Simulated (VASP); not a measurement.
Level of theory: PBE GGA with D3 dispersion (zero damping), VASP's PBE PAW potentials (set 64) (plane waves; VASP).

The input files of a VASP run:

**POSCAR**
```
La
1.0
  1.8325539417  -3.1740767434   0.0000000000
  1.8325539417   3.1740767434   0.0000000000
  0.0000000000   0.0000000000  11.9082114732
La
4
Cart
  0.0000000000   0.0000000000   5.9541057366
  0.0000000000   0.0000000000   0.0000000000
  1.8325539417   1.0580276972   2.9770528683
  1.8325539417  -1.0580276972   8.9311586049
```

**INCAR**
```
SYSTEM = La
PREC = Accurate
ENCUT = 520
EDIFF = 1E-6
NELM = 100
ALGO = Normal
LREAL = .FALSE.
LASPH = .TRUE.
ISMEAR = 1
SIGMA = 0.1
GGA = PE
IVDW = 11
LMAXMIX = 6
LWAVE = .FALSE.
LCHARG = .FALSE.
IBRION = 2
ISIF = 3
NSW = 60
EDIFFG = -0.02
```

### KPOINTS
```
Automatic
0
Gamma
 9 9 3
```

POTCAR, in this order: La (PBE.64 set). Program: vasp_std.

The run wrote:

File OSZICAR:
```
       N       E                     dE             d eps       ncg     rms          rms(c)
DAV:   1     0.571280685097E+03    0.57128E+03   -0.14956E+04  1256   0.234E+03
DAV:   2     0.121300037246E+03   -0.44998E+03   -0.44442E+03  1912   0.455E+02
DAV:   3    -0.239228817758E+01   -0.12369E+03   -0.12266E+03  2266   0.284E+02
DAV:   4    -0.173182948300E+02   -0.14926E+02   -0.14755E+02  2304   0.101E+02
DAV:   5    -0.192543970073E+02   -0.19361E+01   -0.18913E+01  2448   0.343E+01    0.534E+00
DAV:   6    -0.194406134328E+02   -0.18622E+00   -0.23837E+00  2392   0.117E+01    0.273E+00
DAV:   7    -0.194589836438E+02   -0.18370E-01   -0.34703E-01  2416   0.452E+00    0.651E-01
DAV:   8    -0.194675371973E+02   -0.85536E-02   -0.47592E-02  2424   0.152E+00    0.232E-01
DAV:   9    -0.194694785474E+02   -0.19414E-02   -0.76375E-03  2400   0.550E-01    0.183E-01
DAV:  10    -0.194714551658E+02   -0.19766E-02   -0.79479E-03  1960   0.652E-01    0.420E-02
DAV:  11    -0.194714364795E+02    0.18686E-04   -0.60980E-04  2344   0.238E-01    0.335E-02
DAV:  12    -0.194714197480E+02    0.16731E-04   -0.87624E-05  2312   0.658E-02    0.195E-02
DAV:  13    -0.194714301354E+02   -0.10387E-04   -0.33593E-05  2224   0.503E-02    0.362E-03
DAV:  14    -0.194714270751E+02    0.30603E-05   -0.26365E-06  1256   0.157E-02    0.297E-03
DAV:  15    -0.194714267516E+02    0.32352E-06   -0.91157E-07  1224   0.172E-02
   1 F= -.20926623E+02 E0= -.20924928E+02  d E =-.209266E+02
       N       E                     dE             d eps       ncg     rms          rms(c)
DAV:   1    -0.194876267661E+02   -0.16200E-01   -0.16037E+00  2020   0.218E+01    0.746E-01
DAV:   2    -0.194693864218E+02    0.18240E-01   -0.70253E-02  2144   0.305E+00    0.373E-01
DAV:   3    -0.194635396556E+02    0.58468E-02   -0.34966E-02  2248   0.187E+00    0.983E-02
DAV:   4    -0.194635833247E+02   -0.43669E-04   -0.23954E-03  2248   0.458E-01    0.537E-02
DAV:   5    -0.194636447168E+02   -0.61392E-04   -0.19747E-04  2448   0.128E-01    0.322E-02
DAV:   6    -0.194636561124E+02   -0.11396E-04   -0.72271E-05  2174   0.755E-02    0.614E-03
DAV:   7    -0.194636582855E+02   -0.21731E-05   -0.85376E-06  1608   0.275E-02    0.287E-03
DAV:   8    -0.194636576034E+02    0.68201E-06   -0.81594E-07  1040   0.182E-02
   2 F= -.20930841E+02 E0= -.20929562E+02  d E =-.421809E-02
       N       E                     dE             d eps       ncg     rms          rms(c)
DAV:   1    -0.194683026053E+02   -0.46443E-02   -0.83330E-01  2026   0.157E+01    0.538E-01
DAV:   2    -0.194588283160E+02    0.94743E-02   -0.36501E-02  2118   0.219E+00    0.270E-01
DAV:   3    -0.194557872906E+02    0.30410E-02   -0.18182E-02  2248   0.135E+00    0.710E-02
DAV:   4    -0.194558163334E+02   -0.29043E-04   -0.12463E-03  2232   0.332E-01    0.388E-02
DAV:   5    -0.194558504525E+02   -0.34119E-04   -0.10677E-04  2376   0.933E-02    0.235E-02
DAV:   6    -0.194558588623E+02   -0.84098E-05   -0.37133E-05  2134   0.550E-02    0.465E-03
DAV:   7    -0.194558604646E+02   -0.16023E-05   -0.39944E-06  1360   0.211E-02    0.195E-03
DAV:   8    -0.194558599451E+02    0.51951E-06   -0.47746E-07   886   0.191E-02
   3 F= -.20931890E+02 E0= -.20931004E+02  d E =-.526668E-02
       N       E                     dE             d eps       ncg     rms          rms(c)
DAV:   1    -0.194551899078E+02    0.67056E-03   -0.62166E-03  2060   0.134E+00    0.469E-02
DAV:   2    -0.194551155040E+02    0.74404E-04   -0.27538E-04  2214   0.194E-01    0.233E-02
DAV:   3    -0.194550928154E+02    0.22689E-04   -0.13528E-04  2280   0.115E-01    0.619E-03
DAV:   4    -0.194550940026E+02   -0.11871E-05   -0.80079E-06  1486   0.280E-02    0.338E-03
DAV:   5    -0.194550949897E+02   -0.98715E-06   -0.71168E-07   810   0.185E-02
   4 F= -.20931898E+02 E0= -.20931051E+02  d E =-.527486E-02
       N       E                     dE             d eps       ncg     rms          rms(c)
DAV:   1    -0.194634539360E+02   -0.83599E-02   -0.11499E-01  2000   0.457E+00    0.256E-01
DAV:   2    -0.194612428579E+02    0.22111E-02   -0.84296E-03  2042   0.106E+00    0.117E-01
DAV:   3    -0.194606706402E+02    0.57222E-03   -0.35743E-03  2144   0.524E-01    0.269E-02
DAV:   4    -0.194606654225E+02    0.52177E-05   -0.26654E-04  2200   0.163E-01    0.130E-02
DAV:   5    -0.194606660458E+02   -0.62330E-06   -0.27801E-05  2088   0.414E-02    0.992E-03
DAV:   6    -0.194606633938E+02    0.26520E-05   -0.93985E-06  1664   0.331E-02    0.345E-03
DAV:   7    -0.194606620272E+02    0.13666E-05   -0.20074E-06  1208   0.247E-02    0.600E-04
DAV:   8    -0.194606623250E+02   -0.29774E-06   -0.53335E-07   774   0.172E-02
   5 F= -.20932083E+02 E0= -.20931359E+02  d E =-.184936E-03
```

File OUTCAR:
```
------------------------ aborting loop because EDIFF is reached ----------------------------------------
 Edisp (eV)   -1.47142
  FORCE on cell =-STRESS in cart. coord.  units (eV):
  Direction    XX          YY          ZZ          XY          YZ          ZX
  --------------------------------------------------------------------------------------
  Total       0.01122     0.01122     0.00445     0.00000     0.00000     0.00000
  in kB       0.13092     0.13092     0.05189     0.00000     0.00000     0.00000
  external pressure =        0.10 kB  Pullay stress =        0.00 kB
  volume of cell :      137.36
      direct lattice vectors                 reciprocal lattice vectors
     1.838392549 -3.184189510  0.000000000     0.271976733 -0.157025830 -0.000000000
     1.838392549  3.184189510  0.000000000     0.271976733  0.157025830 -0.000000000
     0.000000000  0.000000000 11.732734016    -0.000000000 -0.000000000  0.085231626
 POSITION                                       TOTAL-FORCE (eV/Angst)
 -----------------------------------------------------------------------------------
      0.00000      0.00000      5.86637        -0.000000      0.000000      0.000000
      0.00000     -0.00000      0.00000        -0.000000      0.000000      0.000000
      1.83839      1.06140      2.93318        -0.000000     -0.000000     -0.000000
      1.83839     -1.06140      8.79955         0.000000      0.000000      0.000000
 -----------------------------------------------------------------------------------
    total drift:                                0.000000      0.000000      0.000000
  FREE ENERGIE OF THE ION-ELECTRON SYSTEM (eV)
  ---------------------------------------------------
  free  energy   TOTEN  =       -20.9320829923 eV

  energy  without entropy=      -20.9299097794  energy(sigma->0) =      -20.93135859

 reached required accuracy - stopping structural energy minimisation
```
(Selected blocks of OUTCAR.)

File CONTCAR:
```
La
   1.00000000000000
     1.8383925491269950   -3.1841895101074891    0.0000000000000000
     1.8383925491269950    3.1841895101074891    0.0000000000000000
     0.0000000000000000    0.0000000000000000   11.7327340156431905
  La
     4
Direct
     0.0000000000000000    0.0000000000000000    0.5000000000000000
     0.0000000000000000    0.0000000000000000    0.0000000000000000
     0.3333330000000032    0.6666669999999968    0.2500000000000000
     0.6666669999999968    0.3333330000000032    0.7500000000000000
```

OUTCAR:
```
 val. band max:        8.7107819684   @ k =   0.1111   0.1111   0.0000

 cond. band min:       8.7308664710   @ k =   0.2222   0.2222   0.3333


 Fermi energy:         8.7130960089

 k-point     1 :       0.0000    0.0000    0.0000
  band No.  band energies     occupation
      1     -24.1375      2.00000
      2     -24.0005      2.00000
      3     -23.9911      2.00000
      4     -23.8474      2.00000
      5      -8.7207      2.00000
      6      -7.8908      2.00000
      7      -7.8847      2.00000
      8      -7.2239      2.00000
      9      -7.2239      2.00000
     10      -7.1103      2.00000
     11      -7.1103      2.00000
     12      -7.0953      2.00000
     13      -7.0953      2.00000
     14      -6.9775      2.00000
     15      -6.9775      2.00000
     16      -6.9238      2.00000
     17       5.5441      2.00000
     18       6.7975      2.00000
     19       6.8918      2.00000
     20       6.8983      2.00000
     21       9.2306     -0.00000
     22       9.3866     -0.00000
     23       9.8955     -0.00000
     24       9.8962     -0.00000
     25      10.0024     -0.00000
     26      10.0080     -0.00000

 k-point     2 :       0.1111    0.0000    0.0000
  band No.  band energies     occupation
      1     -24.1117      2.00000
      2     -23.9816      2.00000
      3     -23.9723      2.00000
      4     -23.8363      2.00000
      5      -8.6582      2.00000
      6      -7.9179      2.00000
      7      -7.9126      2.00000
      8      -7.3812      2.00000
      9      -7.2752      2.00000
     10      -7.2146      2.00000
     11      -7.2125      2.00000
     12      -7.1460      2.00000
     13      -7.1334      2.00000
     14      -7.1308      2.00000
     15      -6.9963      2.00000
     16      -6.9523      2.00000
     17       5.8967      2.00000
     18       7.1099      2.00000
     19       7.2158      2.00000
     20       7.2227      2.00000
     21       8.7789      0.11095
     22       9.0811     -0.00000
...
```

The compound is La in the dhcp structure. This run relaxes it. Symmetry was kept, so distortions that lower it aren't found. The start is the result of an earlier pass.
